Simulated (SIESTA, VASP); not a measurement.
VASP input:

File POSCAR:
```
MoGe2
3.2717150
  1.0000000000   0.0000000000   0.0000000000
  0.0000000000   1.0000000000   0.0000000000
  0.0000000000   0.0000000000   6.9505442864
Ge Mo
4 2
Cartesian
  0.5000000000   0.5000000000   4.5053428064
  0.0000000000   0.0000000000   2.4452014800
  0.0000000000   0.0000000000   3.2542587360
  0.5000000000   0.5000000000   3.6962855504
  0.0000000000   0.0000000000   4.1008141784
  0.5000000000   0.5000000000   2.8497301080
```

### KPOINTS
```
Automatic mesh
0
Gamma
7 7 1
0 0 0
```

**INCAR**
```
SYSTEM = MoGe2
PREC = Accurate; ENCUT = 300; LREAL = .FALSE.
LASPH = .TRUE.
EDIFF = 1E-6; NELM = 100; ALGO = Normal
LMAXMIX = 4
ISMEAR = -1; SIGMA = 0.1
ISIF = 2
LWAVE = .FALSE.; LCHARG = .FALSE.
```

POTCAR, in this order: Ge_d Mo_sv (LDA.64 set). Program: vasp_std.

Q: Write an input for SIESTA that does the same calculation.

A: One input that does it (LDA PW92, numerical atomic orbitals DZP, PseudoDojo LDA standard norm-conserving potentials (rewritten from UPF to PSML)):
```
# files in the folder: Ge.psml Mo.psml (PseudoDojo LDA standard)
SystemName  MoGe2
SystemLabel siesta

NumberOfAtoms                6
NumberOfSpecies              2
%block ChemicalSpeciesLabel
  1 32 Ge
  2 42 Mo
%endblock ChemicalSpeciesLabel
LatticeConstant              3.271715 Ang
%block LatticeVectors
     1.000000000    0.000000000    0.000000000
     0.000000000    1.000000000    0.000000000
     0.000000000    0.000000000    6.950544286
%endblock LatticeVectors
AtomicCoordinatesFormat      Fractional
%block AtomicCoordinatesAndAtomicSpecies
     0.500000000    0.500000000    0.648200000  1
     0.000000000    0.000000000    0.351800000  1
     0.000000000    0.000000000    0.468202000  1
     0.500000000    0.500000000    0.531798000  1
     0.000000000    0.000000000    0.589999000  2
     0.500000000    0.500000000    0.410001000  2
%endblock AtomicCoordinatesAndAtomicSpecies

XC.functional                LDA
XC.authors                   PW92
PAO.BasisSize                DZP
PAO.EnergyShift              0.005 Ry
MeshCutoff                   350 Ry
%block kgrid.MonkhorstPack
    7   0   0  0.0
    0   7   0  0.0
    0   0   1  0.0
%endblock kgrid.MonkhorstPack
OccupationFunction           FD
ElectronicTemperature        1160.45 K

MaxSCFIterations             150
SCF.Mixer.Method             Pulay
SCF.Mixer.Weight             0.2
SCF.Mixer.History            8
SCF.DM.Tolerance             1.0E-05
Diag.ParallelOverK           true
WriteForces                  true
```
Both are inputs of real runs that ended normally. What can't carry over is the choice of potentials or basis and its cut-off, and each code's defaults.

VASP's LDA is the Perdew-Zunger fit; the other code's may be Perdew-Wang, which differs slightly.

The cell is a sheet with vacuum, built from a database entry that may be metastable or hypothetical.
